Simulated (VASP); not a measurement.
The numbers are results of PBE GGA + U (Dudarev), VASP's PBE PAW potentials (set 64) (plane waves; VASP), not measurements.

VASP ran on this input.

INCAR:
```
# general
SYSTEM   = MnS
PREC     = Accurate
ENCUT    = 300   # plane-wave cut-off (eV)
LREAL    = .FALSE.   # projection in real space or not
LASPH    = .TRUE.

# electronic loop
EDIFF    = 1E-6
NELM     = 100   # most electronic steps
ALGO     = Normal   # blocked Davidson
LMAXMIX  = 4   # l cut-off of mixed one-centre charges

# smearing
ISMEAR   = -1
SIGMA    = 0.02   # width (eV)

# functional
GGA      = PE

# spin
ISPIN    = 2   # spin-polarised
MAGMOM   = 5.0 -5.0 0.0 0.0

# DFT+U
LDAU     = .TRUE.
LDAUTYPE = 2   # Dudarev
LDAUL    = 2 -1
LDAUU    = 8.0 0
LDAUJ    = 0 0

# ions
ISIF     = 2

# output
LWAVE    = .FALSE.
LCHARG   = .FALSE.
LORBIT   = 11   # lm-projected
```

**KPOINTS**
```
Automatic mesh
0
Gamma
6 6 6
0 0 0
```

POSCAR:
```
MnS
1
    5.0915880000     2.5457940000     2.5457940000
    2.5457940000     5.0915880000     2.5457940000
    2.5457940000     2.5457940000     5.0915880000
Mn S
2 2
Direct
  0.0000000000   0.0000000000   0.0000000000
  0.5000000000   0.5000000000   0.5000000000
  0.2500000000   0.2500000000   0.2500000000
  0.7500000000   0.7500000000   0.7500000000
```

POTCAR, in this order: Mn_pv S (PBE.64 set). Program: vasp_std.

At this cut-off the stress carries a Pulay error, which pulls relaxed volumes low.

Q: What does the run give for the energy per atom (σ→0), cell moment, pressure?

A: 
- energy per atom (σ→0): -6004 meV/atom
- cell moment: 0.00 μB
- pressure: 13.62 GPa

File OSZICAR:
```
...
DAV:   9    -0.240160978636E+02   -0.77425E-01   -0.52546E-02  3427   0.346E+00    0.122E+00
DAV:  10    -0.240138986064E+02    0.21993E-02   -0.20414E-02  3763   0.160E+00    0.368E-01
DAV:  11    -0.240164238819E+02   -0.25253E-02   -0.18188E-03  4037   0.552E-01    0.230E-01
DAV:  12    -0.240165319275E+02   -0.10805E-03   -0.51061E-04  3735   0.185E-01    0.101E-01
DAV:  13    -0.240165570950E+02   -0.25168E-04   -0.63907E-05  3812   0.856E-02    0.215E-02
DAV:  14    -0.240165656326E+02   -0.85375E-05   -0.18904E-05  3588   0.631E-02    0.117E-02
DAV:  15    -0.240165662449E+02   -0.61235E-06   -0.40390E-06  3615   0.138E-02
   1 F= -.24016566E+02 E0= -.24016566E+02  d E =-.766031E-11  mag=    -0.0000
```

The structure is a typed MnS crystal. The cell was not relaxed at this level. The run is one of a series of settings (LDAU = .TRUE., LDAUJ = 0 0, LDAUL = 2 -1, LDAUTYPE = 2, LDAUU = 8.0 0 against the base run), some of them coarse on purpose.
